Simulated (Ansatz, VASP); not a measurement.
# SiC (Moissanite 3C) in two plane-wave programs

One calculation is typed for both programs; each brings its own data sets. How far apart do they land? The cell is taken from a series of runs on this material, whose earlier steps may have relaxed, scaled, displaced or heated it; both programs get it as it stands.

Calculated with Ansatz 0.2.0; plane waves, with VASP 6.6.1 beside it; zone-centre phonons at LDA.

## 1. The starting structure

The structure is cubic, space group F-43m (No. 216). Conventional cell: a = 4.329 Å, b = 4.329 Å, c = 4.329 Å, α = 90.00°, β = 90.00°, γ = 90.00°. Nearest to C lie 4 Si at 1.87 Å. Nearest to Si lie 4 C at 1.87 Å. Farther neighbours are not listed.

## 2. VASP: zone-centre phonons, LDA

Second derivatives magnify differences that forces hide, and they need a tight electronic threshold.

Lines of VASP's logs that name or quote its potential files are left out, and so is its time.

Contents of INCAR:

```
SYSTEM = SiC
PREC = Accurate
ENCUT = 600
EDIFF = 1E-08
NELM = 120
ISMEAR = -1
SIGMA = 0.03
LREAL = .FALSE.
ALGO = Normal
GGA = CA
NELECT = 8.008113
NBANDS = 10
LORBIT = 11
LWAVE = .FALSE.
LCHARG = .FALSE.
ISIF = 2
IBRION = 8
LASPH = .TRUE.
GGA_COMPAT = .FALSE.
KPAR = 2
```

Contents of POSCAR:

```
SiC
1.0
    0.0000000000      2.1645341324      2.1645341324
    2.1645341324      0.0000000000      2.1645341324
    2.1645341324      2.1645341324      0.0000000000
C Si
1 1
Direct
    0.7500000000      0.7500000000      0.7500000000
    0.0000000000      0.0000000000      0.0000000000
```

Contents of KPOINTS:

```
Automatic mesh
0
Gamma
36 36 36
0 0 0
```

Potentials, in the order of the species: C and Si (LDA family, release 64).

Launch:

```console
> mpirun -np 2 vasp_std
```

Numbers of over 12 decimals in the logs are rounded to 6 here.

What it wrote:

```text
[banner, memory and clock lines left out]
running    2 mpi-ranks, on    1 nodes
 distrk:  each k-point on    1 cores,    2 groups
 distr:  one band on    1 cores,    1 groups

 POSCAR found type information on POSCAR C Si
 POSCAR found :  2 types and       2 ions
 LDA part: xc-table for (Slater(with rela. corr.)+CA(PZ))
 , standard interpolation
 POSCAR, INCAR and KPOINTS ok, starting setup
 FFT: planning ... GRIDC
 FFT: planning ... GRID_SOFT
 FFT: planning ... GRID
 WAVECAR not read
 entering main loop
       N       E                     dE             d eps       ncg     rms          rms(c)
DAV:   1     0.415103143635E+01    0.41510E+01   -0.43820E+03 25640   0.765E+02
DAV:   2    -0.179591529284E+02   -0.22110E+02   -0.21035E+02 32210   0.119E+02
DAV:   3    -0.186571908622E+02   -0.69804E+00   -0.69671E+00 29342   0.186E+01
DAV:   4    -0.186603662196E+02   -0.31754E-02   -0.31751E-02 28496   0.158E+00
DAV:   5    -0.186603821432E+02   -0.15924E-04   -0.15924E-04 28896   0.103E-01BRMIX: very serious problems
 the old and the new charge density differ
 old charge density:     8.00000 new    8.00811
BRMIX: very serious problems
 the old and the new charge density differ
 old charge density:     8.00000 new    8.00811
    0.927E+00
DAV:   6    -0.166618081689E+02    0.19986E+01   -0.75484E+00 26008   0.132E+01    0.408E+00
DAV:   7    -0.165866628202E+02    0.75145E-01   -0.39249E-01 29562   0.393E+00    0.182E+00
DAV:   8    -0.165661376640E+02    0.20525E-01   -0.27026E-02 26500   0.107E+00    0.178E-01
DAV:   9    -0.165657745767E+02    0.36309E-03   -0.17889E-03 30872   0.248E-01    0.947E-02
DAV:  10    -0.165657886143E+02   -0.14038E-04   -0.11119E-04 26140   0.707E-02    0.317E-02
DAV:  11    -0.165657890147E+02   -0.40043E-06   -0.30452E-06 29882   0.119E-02    0.134E-02
DAV:  12    -0.165657887951E+02    0.21960E-06   -0.67346E-07 25770   0.427E-03    0.590E-04
DAV:  13    -0.165657887937E+02    0.14635E-08   -0.29681E-08 27600   0.115E-03
   1 F= -.16565789E+02 E0= -.16565715E+02  d E =-.148311E-03
 Linear response reoptimize wavefunctions to high precision
DAV:   1    -0.165657887941E+02   -0.44417E-09   -0.39647E-10 17598   0.144E-04
DAV:   2    -0.165657887941E+02   -0.45475E-11   -0.13257E-11 13030   0.327E-05
 Linear response DOF=           2
 Linear response progress:
  Degree of freedom:   1/  2
       N       E                     dE             d eps       ncg     rms          rms(c)
RMM:   1    -0.126830348552E+00   -0.12683E+00    0.53768E-02282589   0.209E+00
RMM:   2    -0.123588730047E+00    0.32416E-02   -0.25281E-03194028   0.410E-01    0.209E-01
RMM:   3    -0.123601603048E+00   -0.12873E-04   -0.79265E-04191620   0.176E-01    0.103E-01
RMM:   4    -0.124652931560E+00   -0.10513E-02   -0.60777E-04193788   0.147E-01    0.187E-02
RMM:   5    -0.124633460803E+00    0.19471E-04   -0.85626E-06203794   0.215E-02    0.181E-03
RMM:   6    -0.124641358972E+00   -0.78982E-05   -0.12811E-07210715   0.243E-03    0.881E-04
RMM:   7    -0.124636896984E+00    0.44620E-05   -0.29483E-08209738   0.495E-04    0.979E-05
RMM:   8    -0.124637611934E+00   -0.71495E-06   -0.28224E-10213579   0.108E-04    0.286E-05
RMM:   9    -0.124637544561E+00    0.67373E-07    0.22478E-09220635   0.311E-05    0.327E-06
RMM:  10    -0.124637562510E+00   -0.17949E-07   -0.60979E-09214385   0.105E-05    0.186E-06
RMM:  11    -0.124637561375E+00    0.11348E-08   -0.78599E-09169931   0.798E-06    0.155E-07
 first order change of Fermi-energy   0.44818E-05
 force on displaced ion       1 direction 1 : -19.643  -0.000  -0.000
 Linear response progress:
  Degree of freedom:   2/  2
       N       E                     dE             d eps       ncg     rms          rms(c)
RMM:   1    -0.164156016010E-01   -0.16416E-01   -0.74570E-03302837   0.875E-01
RMM:   2    -0.143865907821E-01    0.20290E-02   -0.57923E-04195508   0.194E-01    0.132E-01
RMM:   3    -0.142961148223E-01    0.90476E-04   -0.61030E-05199444   0.480E-02    0.752E-02
RMM:   4    -0.143658189445E-01   -0.69704E-04   -0.58127E-05200790   0.470E-02    0.880E-03
RMM:   5    -0.143550486843E-01    0.10770E-04   -0.31580E-07204606   0.779E-03    0.130E-03
RMM:   6    -0.143529490688E-01    0.20996E-05   -0.46917E-08209207   0.758E-04    0.632E-04
RMM:   7    -0.143516188168E-01    0.13303E-05   -0.97538E-08210371   0.243E-04    0.787E-05
RMM:   8    -0.143516831437E-01   -0.64327E-07    0.75548E-09219799   0.435E-05    0.196E-05
RMM:   9    -0.143517078864E-01   -0.24743E-07    0.46771E-09217325   0.158E-05    0.321E-06
RMM:  10    -0.143517007946E-01    0.70918E-08    0.39831E-09209420   0.598E-06    0.105E-06
 first order change of Fermi-energy   0.36045E-05
 force on displaced ion       2 direction 1 : -19.646   0.000   0.000
 Linear response finished
```

From OUTCAR (step 2):

```text
NELECT = 8.008113

 ion  position               nearest neighbor table
   1  0.750  0.750  0.750-   2 1.87   2 1.87   2 1.87   2 1.87
   2  0.000  0.000  0.000-   1 1.87   1 1.87   1 1.87   1 1.87

  LATTYP: Found a face centered cubic cell.
 ALAT       =     4.3290682648

 Subroutine GETGRP returns: Found 24 space group operations
 (whereof 24 operations were pure point group operations)

The static configuration has the point symmetry T_d .

 Found   1240 irreducible k-points:

   k-points           NKPTS =   1240   k-points in BZ     NKDIM =   1240   number of bands    NBANDS=     10

   dimension x,y,z NGX =    24 NGY =   24 NGZ =   24
   dimension x,y,z NGXF=    48 NGYF=   48 NGZF=   48

   ENCUT  =  600.0 eV  44.10 Ry    6.64 a.u.   6.11  6.11  6.11*2*pi/ulx,y,z

 k-points in reciprocal lattice and weights: Automatic mesh
   0.00000000  0.00000000  0.00000000       0.000
   0.02777778  0.00000000  0.00000000       0.000
   0.05555556  0.00000000  0.00000000       0.000
   0.08333333  0.00000000  0.00000000       0.000
   0.11111111  0.00000000  0.00000000       0.000
   0.13888889  0.00000000  0.00000000       0.000
   0.16666667  0.00000000  0.00000000       0.000
   0.19444444  0.00000000  0.00000000       0.000
   0.22222222  0.00000000  0.00000000       0.000
[...]
-0.27777778  0.50000000  0.22222222       0.000
  -0.25000000  0.50000000  0.25000000       0.000

 average (electrostatic) potential at core
       1 -48.7516       2 -81.6576

  Total        0.1174934      0.1174934      0.1174934     -0.0000000     -0.0000000      0.0000000
  in kB        9.2811261      9.2811261      9.2811261     -0.0000000     -0.0000000      0.0000000
  external PRESSURE =       9.2811261 kB  Pullay stress =       0.0000000 kB

  energy-cutoff  :      600.00
  volume of cell :       20.28
      direct lattice vectors                 reciprocal lattice vectors
     0.000000000  2.164534132  2.164534132    -0.230996588  0.230996588  0.230996588
     2.164534132  0.000000000  2.164534132     0.230996588 -0.230996588  0.230996588
     2.164534132  2.164534132  0.000000000     0.230996588  0.230996588 -0.230996588

 POSITION                                       TOTAL-FORCE (eV/Angst)
 -----------------------------------------------------------------------------------
      3.24680      3.24680      3.24680        -0.000000     -0.000000     -0.000000
      0.00000      0.00000      0.00000         0.000000      0.000000      0.000000
 -----------------------------------------------------------------------------------
    total drift:                               -0.000000     -0.000000     -0.000000

 Eigenvectors and eigenvalues of the dynamical matrix
 ----------------------------------------------------

   1 f  =   23.888202 THz   150.093997 2PiTHz  796.824636 cm-1    98.793619 meV
             X         Y         Z           dx          dy          dz
      3.246801  3.246801  3.246801     0.836905    0.000000    0.000000
      0.000000  0.000000  0.000000    -0.547348    0.000000    0.000000

   2 f  =   23.888202 THz   150.093997 2PiTHz  796.824636 cm-1    98.793619 meV
             X         Y         Z           dx          dy          dz
      3.246801  3.246801  3.246801    -0.000000   -0.836905    0.000000
      0.000000  0.000000  0.000000    -0.000000    0.547348    0.000000

   3 f  =   23.888202 THz   150.093997 2PiTHz  796.824636 cm-1    98.793619 meV
             X         Y         Z           dx          dy          dz
      3.246801  3.246801  3.246801    -0.000000    0.000000   -0.836905
      0.000000  0.000000  0.000000    -0.000000    0.000000    0.547348

   4 f/i=    0.000883 THz     0.005548 2PiTHz    0.029454 cm-1     0.003652 meV
             X         Y         Z           dx          dy          dz
      3.246801  3.246801  3.246801    -0.532605   -0.110447    0.061020
      0.000000  0.000000  0.000000    -0.814362   -0.168875    0.093301

   5 f/i=    0.000883 THz     0.005548 2PiTHz    0.029454 cm-1     0.003652 meV
             X         Y         Z           dx          dy          dz
      3.246801  3.246801  3.246801    -0.084756    0.117042   -0.527928
      0.000000  0.000000  0.000000    -0.129593    0.178959   -0.807211

   6 f/i=    0.000883 THz     0.005548 2PiTHz    0.029454 cm-1     0.003652 meV
             X         Y         Z           dx          dy          dz
      3.246801  3.246801  3.246801    -0.093480    0.523156    0.130991
      0.000000  0.000000  0.000000    -0.142933    0.799916    0.200288

 ELASTIC MODULI CONTR FROM IONIC RELAXATION (kBar)
 Direction    XX          YY          ZZ          XY          YZ          ZX
 --------------------------------------------------------------------------------
 XX          -0.0000     -0.0000     -0.0000     -0.0000      0.0000      0.0000
 YY          -0.0000     -0.0000     -0.0000     -0.0000     -0.0000     -0.0000
 ZZ          -0.0000     -0.0000     -0.0000     -0.0000     -0.0000      0.0000
 XY          -0.0000     -0.0000     -0.0000   -286.4794     -0.0000     -0.0000
 YZ           0.0000     -0.0000     -0.0000     -0.0000   -286.4794     -0.0000
 ZX           0.0000     -0.0000      0.0000     -0.0000     -0.0000   -286.4794
 --------------------------------------------------------------------------------
```

## 3. Ansatz: zone-centre phonons, LDA

Ansatz runs on its PAW soft_1 files.

The same cell, functional (in two slightly different forms), mesh and smearing now go to Ansatz, which takes its cutoff from its data sets.

Contents of input.yaml:

```yaml
crystal:
  lattice:
    - [0.0, 2.1645341324, 2.1645341324]
    - [2.1645341324, 0.0, 2.1645341324]
    - [2.1645341324, 2.1645341324, 0.0]
  atoms:
    - { symbol: C, position: [0.75, 0.75, 0.75] }
    - { symbol: Si, position: [0.0, 0.0, 0.0] }
total_charge: -0.008113
kpoints:
  mp_grid: { grid: [36, 36, 36] }
hamiltonian:
  xc: lda
  pseudopotentials: { kind: paw, azcp: { folder: soft_1 }, xc_functional: pbe }
scf:
  occupations: { method: fermi_dirac, width: 0.03 }
output:
  eigenvalues: true
phonons:
  method: dfpt
```

Launch:

```console
> ansatz run input.yaml --threads 8 --pin off --max-ram 16384MiB --backend cpu --events-out ev --progress --plain --runs-dir out
```

What it wrote:

```text
zone centre: on kpoints.mp_grid the ground state, and the responses unless they are solved on pairs of k-points, stand on 3349 of the mesh's 46656 k-points, reduced under 8 symmetry operations, with k and −k counted as one. Each operation leaves every solved displacement unchanged or reverses it
Engine: ansatz 0.2.0, aarch64-unknown-linux-gnu
Pseudopotentials: kind: paw
Pseudopotential: C, paw, valence charge 4, recommended cutoff 420 eV (normal), soft_1/C.paw.azcp
Pseudopotential: Si, paw, valence charge 4, recommended cutoff 420 eV (normal), soft_1/Si.paw.azcp
Functional definition: SPW92
  exchange = slater_x
  correlation = pw_c
Crystal: 2 atoms, lattice volume = 20.283 Å³
Basis set: ecut = 420 eV, 411 PW (Γ), exchange–correlation on 48×48×48 points (8 copies of the dense FFT grid, shifted against one another)
Bands: 9, of which v1, the nominal top of the filled ones, is band 4 counted from 1 (3 counted from 0)
Symmetry: 24 space group operations
k-points: 3349 of 46656 (irreducible under 8 space group operations, time reversal used)
Non-local potential: C, projectors of the file, l = 0: 2, l = 1: 2, l = 2: 1
Non-local potential: Si, projectors of the file, l = 0: 2, l = 1: 2, l = 2: 1
PAW form: soft (Blöchl's): semilocal exchange-correlation on the pseudo side does not see the compensation charge
PAW frozen core: C, regenerated for the run's functional, and the local potential with it (the file was generated under x = pbe(κ = 0.804, μ = 0.219515), c = pbe(β = 0.066725))
PAW frozen core: Si, regenerated for the run's functional, and the local potential with it (the file was generated under x = pbe(κ = 0.804, μ = 0.219515), c = pbe(β = 0.066725))
PAW one-centre angular grid: C, 110 points (default); XC on 64 Gauss nodes
PAW one-centre angular grid: Si, 110 points (default); XC on 64 Gauss nodes
Initial density: superposition of atomic densities (chi_scale 0.1, normalization cell, long waves kept (reshape's long-wave potential 0.00 eV rms))
Initial wavefunctions: pseudopotential atomic-orbital guess
Functional: x = slater, c = lda
SCF iter   1: F=—  HF=-853.692190 eV  |F-HF|=—  |Δ(HF+E_count)|=         —  Δρ=1.41e-1  dr2=4.83e0  ethr=3.10e-3  ⟨swp⟩=6.1  Hψ=246042  notcnv=0
preconditioner: auto → none  [metal: Δε(μ)=0.029 eV  Ē_g=15.886 eV  σ=0.030 eV  W_gap=0.23  n_scr=0 (ndim 8)  ℏωp=23.3 eV  f_vac=0.000  D(μ)=0.05/eV (n_scr^D=0)]
SCF iter   2: F=—  HF=-852.221263 eV  |F-HF|=—  |Δ(HF+E_count)|=    1.47e0  Δρ=5.02e-2  dr2=3.32e-1  ethr=3.10e-3  ⟨swp⟩=3.1  Hψ=96208  notcnv=0  defer=3142
SCF iter   3: F=—  HF=-852.124641 eV  |F-HF|=—  |Δ(HF+E_count)|=   9.66e-2  Δρ=1.88e-2  dr2=3.72e-2  ethr=3.10e-3  ⟨swp⟩=2.4  Hψ=57126  notcnv=0  defer=3153
SCF iter   4: F=—  HF=-852.116180 eV  |F-HF|=—  |Δ(HF+E_count)|=   8.46e-3  Δρ=1.42e-3  dr2=2.09e-4  ethr=4.65e-4  ⟨swp⟩=2.0  Hψ=40599  notcnv=0  defer=3153
SCF iter   5: F=—  HF=-852.116243 eV  |F-HF|=—  |Δ(HF+E_count)|=   6.33e-5  Δρ=1.61e-4  dr2=1.67e-6  ethr=2.61e-6  ⟨swp⟩=2.4  Hψ=40333  notcnv=0  defer=3153
SCF iter   6: F=—  HF=-852.116245 eV  |F-HF|=—  |Δ(HF+E_count)|=   1.41e-6  Δρ=3.00e-5  dr2=7.99e-8  ethr=2.09e-8  ⟨swp⟩=2.1  Hψ=39970  notcnv=0  defer=3153
SCF iter   7: F=—  HF=-852.116245 eV  |F-HF|=—  |Δ(HF+E_count)|=   1.17e-7  Δρ=4.49e-6  dr2=1.48e-9  ethr=9.98e-10  ⟨swp⟩=1.1  Hψ=29784  notcnv=0  defer=3153
SCF iter   8: F=-852.116245 eV  HF=-852.116245 eV  |F-HF|=5.68e-13  |Δ(HF+E_count)|=  2.49e-11  Δρ=8.11e-8  dr2=6.02e-13  ethr=1.00e-12  ⟨swp⟩=10.3  Hψ=180610  notcnv=0
SCF 1 converged in 8 iterations: F = -852.116245 eV  dr2 = 6.02e-13
  greatest PAW one-centre occupation: 0.642 electrons in one spin orbital (limit 2), on the C atom at site 0 (counted from 0), in its partial waves of l = 0
DFPT response loops at Γ: preconditioner auto → Kerker (q_TF=auto, 2.337 Å⁻¹) (partly filled bands, converged f_vac=0.000); β = 1.00, the filter's whole step (`scf.mixing.beta` (0.50) is not read by the response loops under this deck's `scf.mixing.preconditioner`; to damp them name `kerker` or `kerker_dos`, under which they read `scf.mixing.beta`, and type it under 1.00, their step now; both keys bind the ground state too); Broyden in place of MSR1
SCF converged after 8 iterations
Free energy (F): -852.116245 eV
Harris-Foulkes:  -852.116245 eV  (|F-HF|=5.68e-13)
Internal energy: -852.116096 eV  (E = F + TS)
E sigma→0 (E₀):  -852.116170 eV
Entropy (-TS):   -0.000149 eV (-0.074 meV/atom)
Fermi energy:    11.065438 eV
--- Per-component energies (eV) ---
  E_band       = 28.686360
  E_kinetic    = 134.454424
  E_local      = -95.804018  (includes V_loc(G=0)·N_el)
  E_nonlocal   = 47.419752
  E_hartree    = 31.319867
  E_xc         = -105.302057
  E_vxc        = -109.243178  (∫ρ·V_xc dr)
  E_paw        = -577.664248  (= ΣΔE_a)
  E_vpaw       = -10.780401  (= ΣTr[D̂ρ^β])
  E_aug_tail   = 0.000048  (compensation charges beyond the density's cutoff)
  E_ewald      = -286.687028
  E_core_change = 0.147163  (= ΣΔE_core)
  E_smearing   = -0.000149  (= −TS)
  E_closure    = -0.000000  (closes the sum)
  E_deformation_potential = -0.149484  (in the stress; not in F)
  Σ components = -852.116245   (vs F -852.116245, Δ=0.00e0)
--- Band table (eV; the first three rows and the last of 3349) ---
  k-point 0: bands = ["-5.9877", "9.4937", "9.4937", "9.4937", "15.9884", "16.8278", "16.8278", "16.8278", "24.0756"]
  k-point 1: bands = ["-5.9723", "9.4069", "9.4826", "9.4826", "16.0279", "16.8354", "16.8491", "16.8491", "23.9528"]
  k-point 2: bands = ["-5.9261", "9.1571", "9.4499", "9.4499", "16.1156", "16.8792", "16.9104", "16.9104", "23.6577"]
  k-point 3348: bands = ["-0.5363", "2.4278", "4.3812", "4.7031", "14.6605", "19.0149", "19.0403", "19.2045", "23.7412"]
--- Phonons (Γ-DFPT): 2 representative perturbations + reference, on 3349 of 46656 k-points (Σ response iterations 5) ---
  k mesh reduced under 8 symmetry operations, with k and −k counted as one. Each operation leaves every solved displacement unchanged or reverses it
  ASR residual: 3.975e-5 → 0.000e0 eV/Å²; symmetrization residual: 2.243e-7 eV/Å²
  ASR residual per site (eV/Å²): 3.98e-5 4.27e-6
  Γ frequencies (cm⁻¹): 0.00 0.00 0.00 796.98 796.98 796.98
  non-analytic LO–TO correction: not included (Born effective charges unavailable; polar crystals: no LO–TO splitting at Γ)
```

## 4. Side by side

Known differences besides the potentials themselves: the two LDA forms differ slightly; the cutoff is 420 eV in Ansatz and 600 eV in VASP; VASP's log shows a relativistic correction to its local exchange, Ansatz's none. Total energies have different zeros and are not compared.

Both answers:

| quantity | Ansatz | VASP | difference |
| --- | --- | --- | --- |
| optical mode 1 to 3 (cm⁻¹) | 797.0 | 796.8 | +0.02 % |

Modes are paired by rising frequency, not by their patterns, so a pair may set unlike modes beside each other; they are those without the splitting of longitudinal modes. The cell carries a charge of -0.008113 e against a uniform background, so its pressure also hangs on how the neutralising background is counted, and in a defect's cell a gap may be the spacing between its levels.

## 5. What came out

```json
{
  "r.m.s. difference of the optical zone-centre modes, each program's sorted by frequency (zone-centre phonons, LDA)": "0.16 cm⁻¹"
}
```

The r.m.s. difference of the optical zone-centre modes, each program's sorted by frequency is 0.16 cm⁻¹ (zone-centre phonons, LDA). Such differences can come from data sets, numerical settings and the points named under the comparisons, not from the functional's error against experiment.

[Lines on the potential files, build, host, timing and source positions are cut from VASP's logs without a mark.]

[Logs are printed without paths, hosts, clocks, repeated set-up lines and the standing remarks that a program may print on its own settings, such as how far it seeks lower states.]

[Hosts, paths, dates, database ids (printed as entryN), source tags and the programs' standing remarks are cut or masked in the printed files.]
